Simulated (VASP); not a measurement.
Given:

```yaml
crystal:
  lattice:
    - [0.00000, 3.03393, 3.03393]
    - [3.03393, 0.00000, 3.03393]
    - [3.03393, 3.03393, 0.00000]
  atoms:
    - { symbol: Cu, position: [0.00000, 0.00000, 0.00000] }
    - { symbol: I, position: [0.25000, 0.25000, 0.25000] }
```

All values below come from optB88-vdW, VASP's PBE PAW potentials (set 64) (plane waves; VASP 6.6.1). Run with 520 eV cut-off, 8×8×8 Γ-centred mesh, Gaussian smearing of 0.050 eV, potentials Cu I.

### Question
Give the energy at these volumes per atom, relative to the lowest: 26.22, 27.05, 27.89, 28.73, 29.56 Å³.

### Answer
15.4, 3.8, 0.0, 2.8, 11.0 meV/atom. A third-order Birch-Murnaghan fit gives B0 = 41.3 GPa and B0′ = 5.1.

The compound is CuI in the zinc blende structure. It was relaxed first.
